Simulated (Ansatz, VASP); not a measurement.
# Ti (Titanium): VASP beside Ansatz, part 2 of 2

One calculation is typed for both programs; each brings its own data sets. How far apart do they land? The structure shown is the end of the Ansatz relaxation below.

VASP 6.6.1 and Ansatz 0.2.0.

So far. Step 3 (VASP: single point, PBEsol, pair 1): The run ends at a pressure of 4.88 GPa.

## Step 6: VASP: single point, PBEsol, pair 2 (continued)

Level of this step: PBEsol; plane waves and PAW (Ti_sv) (VASP).

Numbers of over 12 decimals in the logs are rounded to 6 here.

OUTCAR, selected parts (step 6):

```text
  Total        0.4449541      0.4449541      0.4458448      0.0000000      0.0000000      0.0000000
  in kB       21.7594178     21.7594178     21.8029716      0.0000000      0.0000000      0.0000000
  external PRESSURE =      21.7739357 kB  Pullay stress =       0.0000000 kB

 POSITION                                       TOTAL-FORCE (eV/Angst)
 -----------------------------------------------------------------------------------
     -0.00000      1.66300      1.13995         0.000000      0.000000      0.000000
      1.44020      0.83150      3.41984        -0.000000      0.000000      0.000000
 -----------------------------------------------------------------------------------
    total drift:                               -0.000000      0.000000     -0.000000

  FREE ENERGIE OF THE ION-ELECTRON SYSTEM (eV)
  ---------------------------------------------------
  free  energy   TOTEN  =       -16.6727525677 eV

  energy  without entropy=      -16.6771895701  energy(sigma->0) =      -16.67423157

[... 1 part as in an earlier step ...]

[... 2 further parts left out ...]
[key lines of the parts left out:]
E-fermi :   8.8522
```

The run ends at a pressure of 2.18 GPa.

## Step 7: Differences

Both answers:

| quantity | Ansatz | VASP | difference |
| --- | --- | --- | --- |
| pressure (GPa) | 2.50 | 2.18 | +0.33 |

## Step 8: Ansatz: relaxation, PBEsol

This run makes the geometry at which the two programs are then compared. The cell compared in this pair holds 34.10 Å³, against 32.76 Å³ for the pair before.

The structure compared here is the end of the Ansatz relaxation.

input.yaml reads:

```yaml
crystal:
  lattice:
    - [2.9196507536, 0.0, 0.0]
    - [-1.4598253768, 2.5284917228, 0.0]
    - [0.0, 0.0, 4.6191303122]
  atoms:
    - { symbol: Ti, position: [0.3333333333, 0.6666666667, 0.25] }
    - { symbol: Ti, position: [0.6666666667, 0.3333333333, 0.75] }
kpoints:
  mp_grid: { grid: [18, 18, 12] }
hamiltonian:
  xc: pbesol
  pseudopotentials: { kind: paw, azcp: { folder: soft_1 }, xc_functional: pbe }
scf:
  occupations: { method: methfessel_paxton, width: 0.2 }
output:
  forces: true
  stress: true
  eigenvalues: true
relax:
  adjacent_minimum: "off"
  f_tol: 0.001
  max_steps: 60
  cell: { stress_tol: 0.01, fix: [volume] }
```

Launch:

```
$ ansatz run input.yaml --threads 4 --pin off --max-ram 10240MiB --backend cpu --events-out ev --progress --plain --runs-dir out
```

The log of the run:

```text
[...]
Crystal: 2 atoms, lattice volume = 34.100 Å³
Basis set: ecut = 420 eV, 687 PW (Γ), exchange–correlation on 40×40×64 points (8 copies of the dense FFT grid, shifted against one another)
Bands: 16, of which v1, the nominal top of the filled ones, is band 12 counted from 1 (11 counted from 0)
Symmetry: 24 space group operations
[...]
k-points: 259 of 3888
[...]
k-point 258: bands = [... 8 lower, 12.1777, 12.1777, 12.3422, 12.3422, 13.2495, 13.2495, 15.1693, 15.1693]
--- Relaxed structure (2 steps of the walk, 2 accepted, 1 SCFs on fresh bases) ---
[...]
cell:  # Å, volume = 34.0999 Å³
    - [2.920186, 0.0, 0]
    - [-1.460093, 2.528955, 0]
    - [0, 0, 4.617437]
  atoms:
    - { symbol: Ti, position: [0.333333, 0.666667, 0.250000] }
    - { symbol: Ti, position: [0.666667, 0.333333, 0.75] }
[key lines of the parts left out:]
SCF converged after 4 iterations
Free energy (F): -4947.793895 eV
Fermi energy:    13.467708 eV
P = ⅓ Tr σ = -2.2962 GPa (-22.962 kbar)
```

## Step 9: VASP: single point, PBEsol, pair 3

The same cell, functional, mesh and smearing now go to VASP, with its own data sets.

INCAR reads:

```
SYSTEM = Ti
PREC = Accurate
ENCUT = 500
EDIFF = 1E-06
NELM = 120
ISMEAR = 1
SIGMA = 0.2
LREAL = .FALSE.
ALGO = Normal
GGA = PS
NBANDS = 18
LASPH = .TRUE.
LORBIT = 11
LWAVE = .FALSE.
LCHARG = .FALSE.
ISIF = 2
GGA_COMPAT = .FALSE.
KPAR = 2
```

POSCAR reads:

```
Ti
1.0
    2.9201860499      0.0000000000      0.0000000000
   -1.4600930250      2.5289553030      0.0000000000
    0.0000000000      0.0000000000      4.6174370113
Ti
2
Direct
    0.3333333333      0.6666666667      0.2500000000
    0.6666666667      0.3333333333      0.7500000000
```

KPOINTS reads:

```
Automatic mesh
0
Gamma
18 18 12
0 0 0
```

The projector-augmented-wave data sets are Ti_sv (PBE family, release 64).

Launch:

```
$ mpirun -np 2 vasp_std
```

The log of the run:

```text
[... set-up lines as in an earlier step ...]
 entering main loop
       N       E                     dE             d eps       ncg     rms          rms(c)
DAV:   1     0.255019631041E+03    0.25502E+03   -0.13042E+04  9348   0.163E+03
DAV:   2     0.108372222770E+02   -0.24418E+03   -0.24103E+03  9488   0.452E+02
DAV:   3    -0.177816065692E+02   -0.28619E+02   -0.28320E+02 17632   0.127E+02
DAV:   4    -0.189209296755E+02   -0.11393E+01   -0.11385E+01 10642   0.267E+01
[...]
DAV:  11    -0.166713888866E+02   -0.75517E-04   -0.25409E-04 10998   0.120E-01    0.348E-02
DAV:  12    -0.166713820520E+02    0.68347E-05   -0.39669E-05 11738   0.526E-02    0.765E-03
DAV:  13    -0.166713820739E+02   -0.21967E-07   -0.11731E-06  7042   0.107E-02
   1 F= -.16671382E+02 E0= -.16673023E+02  d E =0.492384E-02
```

Parts of OUTCAR (step 9):

```text
  Total       -0.5415546     -0.5415546     -0.5439719      0.0000000      0.0000000      0.0000000
  in kB      -25.4448656    -25.4448656    -25.5584441      0.0000000      0.0000000      0.0000000
  external PRESSURE =     -25.4827251 kB  Pullay stress =       0.0000000 kB

 POSITION                                       TOTAL-FORCE (eV/Angst)
 -----------------------------------------------------------------------------------
     -0.00000      1.68597      1.15436        -0.000000     -0.000000      0.000000
      1.46009      0.84299      3.46308         0.000000      0.000000      0.000000
 -----------------------------------------------------------------------------------
    total drift:                               -0.000000      0.000000     -0.000000

  FREE ENERGIE OF THE ION-ELECTRON SYSTEM (eV)
  ---------------------------------------------------
  free  energy   TOTEN  =       -16.6713820739 eV

  energy  without entropy=      -16.6763059156  energy(sigma->0) =      -16.67302335

[... 1 part as in an earlier step ...]

[... 2 further parts left out ...]
[key lines of the parts left out:]
E-fermi :   8.4173
```

The run ends at a pressure of -2.55 GPa.

## Step 10: Differences

Both answers:

| quantity | Ansatz | VASP | difference |
| --- | --- | --- | --- |
| pressure (GPa) | -2.30 | -2.55 | +0.25 |

## Step 11: What came out

```
difference in pressure (single point, PBEsol, pair 1) : 0.37 GPa
difference in pressure (single point, PBEsol, pair 2) : 0.33 GPa
difference in pressure (single point, PBEsol, pair 3) : 0.25 GPa
```

In words: The difference in pressure is 0.37 GPa (single point, PBEsol, pair 1), within the 1 GPa picked in this series as the mark of a large difference. 5 further runs of this series are not shown here. Such differences can come from data sets, numerical settings and the points named under the comparisons, not from the functional's error against experiment.

[Lines on the potential files, build, host, timing and source positions are cut from VASP's logs without a mark.]

[Logs are printed without paths, hosts, clocks, repeated set-up lines and the standing remarks that a program may print on its own settings, such as how far it seeks lower states.]

[Hosts, paths, dates, database ids (printed as entryN), source tags and the programs' standing remarks are cut or masked in the printed files.]
